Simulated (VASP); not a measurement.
An input for Ansatz (written as the equivalent of a VASP run, and not itself run):

Ansatz 0.2 input:
```yaml
crystal:
  lattice:
    - [0.0298545, 2.9854507, 2.9854507]
    - [2.9854507, 0.0298545, 2.9854507]
    - [3.0153052, 3.0153052, 0.0000000]
  atoms:
    - { symbol: Li, position: [0.2500000, 0.2500000, 0.2500000] }
    - { symbol: Li, position: [0.7500000, 0.7500000, 0.7500000] }
    - { symbol: Se, position: [0.0000000, 0.0000000, 0.0000000] }
kpoints:
  mp_grid: { grid: [6, 6, 6] }
hamiltonian:
  xc: r2scan
  pseudopotentials: { kind: paw }
scf:
  occupations: { method: gaussian, width: 0.05 }
  max_iter: 100
output: { forces: true, stress: true, eigenvalues: true }
```

Problem. Write the VASP files for the same calculation (r2SCAN).

Solution. This is not unique; one that fits is 
### INCAR
```
ALGO = Normal
EDIFF = 1E-7
ENCUT = 600
ISIF = 2
ISMEAR = 0
LASPH = T
LCHARG = F
LMAXMIX = 4
LMIXTAU = T
LREAL = F
LWAVE = F
METAGGA = R2SCAN
NELM = 100
PREC = Accurate
SIGMA = 0.05
SYSTEM = Li2Se
```

**POSCAR**
```
Li2Se
1
    0.0298545065     2.9854506505     2.9854506505
    2.9854506505     0.0298545065     2.9854506505
    3.0153051570     3.0153051570     0.0000000000
Li Se
2 1
Direct
  0.2500000000   0.2500000000   0.2500000000
  0.7500000000   0.7500000000   0.7500000000
  0.0000000000   0.0000000000   0.0000000000
```

File KPOINTS:
```
Regular mesh
0
gamma
6 6 6
```

POTCAR, in this order: Li_sv Se (PBE.64 set). Program: vasp_std.

What does not carry over: each code has its own PAW files, so the cut-off isn't converted (ENCUT is set for VASP's; basis.ecutwfc is left out, and Ansatz then takes the one that its files recommend); Ansatz stops its SCF on the density residual and VASP on the energy change (EDIFF).

The compound is Li2Se in the antifluorite structure. This cell was strained or had an atom moved on purpose.
